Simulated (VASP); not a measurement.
A cell of Sc (hcp) near equilibrium:

```yaml
crystal:
  lattice:
    - [1.65851, -2.87262, 0.00000]
    - [1.65851, 2.87262, 0.00000]
    - [0.00000, 0.00000, 5.16218]
  atoms:
    - { symbol: Sc, position: [0.33333, 0.66667, 0.25000] }
    - { symbol: Sc, position: [0.66667, 0.33333, 0.75000] }
```

The numbers are results of PBE GGA, VASP's PBE PAW potentials (set 64) (plane waves; VASP), not measurements.

| run | ΔE (meV/atom) | σxx | σyy | σzz | largest shear component, with its sign (GPa) | largest force (eV/Å) |
|---|---|---|---|---|---|---|
| as it is | 0.0 | 0.03 | 0.03 | 0.10 | 0.00 | 0.000 |
| after one change | 4.4 | 1.79 | 1.79 | 1.77 | 0.00 | 0.000 |
Stress is in GPa, positive when the cell is compressed.

**Question.** Which change was made?
A) atom 1 (Sc) moved by -0.200 Å along x
B) biaxial strain of -0.5 % in the yz plane
C) atom 1 (Sc) moved by -0.150 Å along x
D) isotropic strain of -1.0 %

**Answer.** D, isotropic strain of -1.0 %

The compound is Sc in the hcp structure.
